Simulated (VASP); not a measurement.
Level of theory: r2SCAN+rVV10, VASP's PBE PAW potentials (set 64) (plane waves; VASP 6.6.1).

The input files of a VASP run:

KPOINTS_OPT:
```
k-points along high-symmetry lines
10
Line-mode
Reciprocal
  0.000000   0.000000   0.000000 ! GAMMA
  0.500000   0.000000   0.500000 ! X

  0.500000   0.000000   0.500000 ! X
  0.625000   0.250000   0.625000 ! U

  0.375000   0.375000   0.750000 ! K
  0.000000   0.000000   0.000000 ! GAMMA

  0.000000   0.000000   0.000000 ! GAMMA
  0.500000   0.500000   0.500000 ! L

  0.500000   0.500000   0.500000 ! L
  0.500000   0.250000   0.750000 ! W

  0.500000   0.250000   0.750000 ! W
  0.500000   0.000000   0.500000 ! X
```

POSCAR:
```
Ag
1.0
  0.0000000000   2.0406338665   2.0406338665
  2.0406338665   0.0000000000   2.0406338665
  2.0406338665   2.0406338665   0.0000000000
Ag
1
Cartesian
  0.0000000000   0.0000000000   0.0000000000
```

INCAR:
```
SYSTEM = Ag
PREC = Accurate; ENCUT = 520; LREAL = .False.
LASPH = .True.
EDIFF = 1E-7; NELM = 100; ALGO = Normal
LMAXMIX = 4; LMIXTAU = .True.
ISMEAR = -5
METAGGA = R2SCAN; LUSE_VDW = .True.; BPARAM = 11.95
CPARAM = 0.0093
ISIF = 2
LWAVE = .False.; LCHARG = .False.; LORBIT = 11
NEDOS = 601
```

### KPOINTS
```
Automatic mesh
0
Gamma
17 17 17
0 0 0
```

POTCAR, in this order: Ag (PBE.64 set). Program: vasp_std.

What VASP printed:

File OUTCAR:
```
 ion  position               nearest neighbor table
   1  0.000  0.000  0.000-
  LATTYP: Found a face centered cubic cell.
 ALAT       =     4.0812677330
 Subroutine PRICEL returns:
 Original cell was already a primitive cell.
 Subroutine GETGRP returns: Found 48 space group operations
The static configuration has the point symmetry O_h .
The dynamic configuration has the point symmetry O_h .
 Subroutine INISYM returns: Found 48 space group operations
 Subroutine IBZKPT returns following result:
 Found    165 irreducible k-points:

 Following reciprocal coordinates:
            Coordinates               Weight
  0.000000  0.000000  0.000000      1.000000
  0.058824  0.000000  0.000000      8.000000
  0.117647  0.000000  0.000000      8.000000
  0.176471  0.000000  0.000000      8.000000
  0.235294  0.000000  0.000000      8.000000
  0.294118  0.000000  0.000000      8.000000
  0.352941  0.000000  0.000000      8.000000
  0.411765  0.000000  0.000000      8.000000
  0.470588  0.000000  0.000000      8.000000
  0.058824  0.058824  0.000000      6.000000
  0.117647  0.058824  0.000000     24.000000
  0.176471  0.058824  0.000000     24.000000
  0.235294  0.058824  0.000000     24.000000
  0.294118  0.058824  0.000000     24.000000
  0.352941  0.058824  0.000000     24.000000
  0.411765  0.058824  0.000000     24.000000
  0.470588  0.058824  0.000000     24.000000
 -0.470588  0.058824  0.000000     24.000000
 -0.411765  0.058824  0.000000     24.000000
 -0.352941  0.058824  0.000000     24.000000
 -0.294118  0.058824  0.000000     24.000000
 -0.235294  0.058824  0.000000     24.000000
 -0.176471  0.058824  0.000000     24.000000
 -0.117647  0.058824  0.000000     24.000000
 -0.058824  0.058824  0.000000     12.000000
  0.117647  0.117647  0.000000      6.000000
  0.176471  0.117647  0.000000     24.000000
  0.235294  0.117647  0.000000     24.000000
  0.294118  0.117647  0.000000     24.000000
  0.352941  0.117647  0.000000     24.000000
  0.411765  0.117647  0.000000     24.000000
  0.470588  0.117647  0.000000     24.000000
 -0.470588  0.117647  0.000000     24.000000
 -0.411765  0.117647  0.000000     24.000000
 -0.352941  0.117647  0.000000     24.000000
 -0.294118  0.117647  0.000000     24.000000
 -0.235294  0.117647  0.000000     24.000000
 -0.176471  0.117647  0.000000     24.000000
 -0.117647  0.117647  0.000000     12.000000
  0.176471  0.176471  0.000000      6.000000
   k-points           NKPTS =    165   k-points in BZ     NKDIM =    165   number of bands    NBANDS=      9
   number of dos      NEDOS =    601   number of ions     NIONS =      1
   total plane-waves  NPLWV =  13824
   dimension x,y,z NGX =    24 NGY =   24 NGZ =   24
   dimension x,y,z NGXF=    48 NGYF=   48 NGZF=   48
   ions per type =               1
   PREC   = accura    normal or accurate (medium, high low for compatibility)
   ISTART =      0    job   : 0-new  1-cont  2-samecut
   ICHARG =      2    charge: 1-file 2-atom 10-const
   ISPIN  =      1    spin polarized calculation?
   LNONCOLLINEAR =      F non collinear calculations
   LSORBIT =      F    spin-orbit coupling
   INIWAV =      1    electr: 0-lowe 1-rand  2-diag
   ENCUT  =  520.0 eV  38.22 Ry    6.18 a.u.   5.37  5.37  5.37*2*pi/ulx,y,z
   NELM   =    100;   NELMIN=  2; NELMDL= -5     # of ELM steps
   EDIFF  = 0.1E-06   stopping-criterion for ELM
   LREAL  =      F    real-space projection
   NLSPLINE    = F    spline interpolate recip. space projectors
   LMAXMIX     =    4 max onsite mixed and CHGCAR
   VOSKOWN=      0    Vosko Wilk Nusair interpolation
...
```

**OSZICAR**
```
       N       E                     dE             d eps       ncg     rms          rms(c)
DAV:   1     0.247208302215E+02    0.24721E+02   -0.58155E+03  3010   0.114E+03
DAV:   2    -0.241366831778E+02   -0.48858E+02   -0.47357E+02  3089   0.214E+02
DAV:   3    -0.245289275178E+02   -0.39224E+00   -0.39212E+00  3526   0.238E+01
DAV:   4    -0.245301658764E+02   -0.12384E-02   -0.12382E-02  3380   0.115E+00
DAV:   5    -0.245301791064E+02   -0.13230E-04   -0.13230E-04  3339   0.104E-01    0.623E+00
DAV:   6    -0.208687958992E+02    0.36614E+01   -0.81473E+00  2990   0.330E+01    0.504E+00
DAV:   7    -0.210253926523E+02   -0.15660E+00   -0.54938E-01  2977   0.742E+00    0.250E+00
DAV:   8    -0.210159028411E+02    0.94898E-02   -0.34178E-02  2973   0.172E+00    0.117E-01
DAV:   9    -0.210317575267E+02   -0.15855E-01   -0.32423E-02  3057   0.146E+00    0.172E-01
DAV:  10    -0.210323349376E+02   -0.57741E-03   -0.19562E-03  3021   0.535E-01    0.644E-02
DAV:  11    -0.210352425474E+02   -0.29076E-02   -0.51948E-03  3032   0.609E-01    0.693E-02
DAV:  12    -0.210350200535E+02    0.22249E-03   -0.17231E-04  3320   0.149E-01    0.519E-02
DAV:  13    -0.210351293668E+02   -0.10931E-03   -0.14861E-04  3015   0.132E-01    0.250E-02
DAV:  14    -0.210351706575E+02   -0.41291E-04   -0.12885E-04  3123   0.953E-02    0.540E-03
DAV:  15    -0.210351692966E+02    0.13610E-05   -0.40014E-06  3170   0.234E-02    0.147E-03
DAV:  16    -0.210351695024E+02   -0.20586E-06   -0.11932E-07  3030   0.457E-03    0.119E-03
DAV:  17    -0.210351693242E+02    0.17823E-06   -0.53301E-07  2997   0.861E-03    0.272E-04
DAV:  18    -0.210351692960E+02    0.28174E-07   -0.34007E-08  2035   0.223E-03
   1 F= -.21035169E+02 E0= -.21035169E+02  d E =0.000000E+00
       N       E                     dE             ncg
```

File OUTCAR:
```
------------------------ aborting loop because EDIFF is reached ----------------------------------------
  FORCE on cell =-STRESS in cart. coord.  units (eV):
  Direction    XX          YY          ZZ          XY          YZ          ZX
  --------------------------------------------------------------------------------------
  Total        0.0059198      0.0059198      0.0059198      0.0000000     -0.0000000      0.0000000
  in kB        0.5580701      0.5580701      0.5580701      0.0000000     -0.0000000      0.0000000
  external PRESSURE =       0.5580701 kB  Pullay stress =       0.0000000 kB
  volume of cell :       17.00
      direct lattice vectors                 reciprocal lattice vectors
     0.000000000  2.040633866  2.040633866    -0.245021906  0.245021906  0.245021906
     2.040633866  0.000000000  2.040633866     0.245021906 -0.245021906  0.245021906
     2.040633866  2.040633866  0.000000000     0.245021906  0.245021906 -0.245021906
 POSITION                                       TOTAL-FORCE (eV/Angst)
 -----------------------------------------------------------------------------------
      0.00000      0.00000      0.00000        -0.000000      0.000000      0.000000
 -----------------------------------------------------------------------------------
    total drift:                                0.000000      0.000000      0.000000
  FREE ENERGIE OF THE ION-ELECTRON SYSTEM (eV)
  ---------------------------------------------------
  free  energy   TOTEN  =       -21.0351692960 eV

  energy  without entropy=      -21.0351692960  energy(sigma->0) =      -21.03516930

 total charge

# of ion       s       p       d       tot
------------------------------------------
    1        0.446   0.302   9.174   9.922
```
(Selected blocks of OUTCAR.)

For a metal the tetrahedron method with Blöchl corrections gives inexact stress and forces.

The compound is Ag in the fcc structure. It was relaxed first.
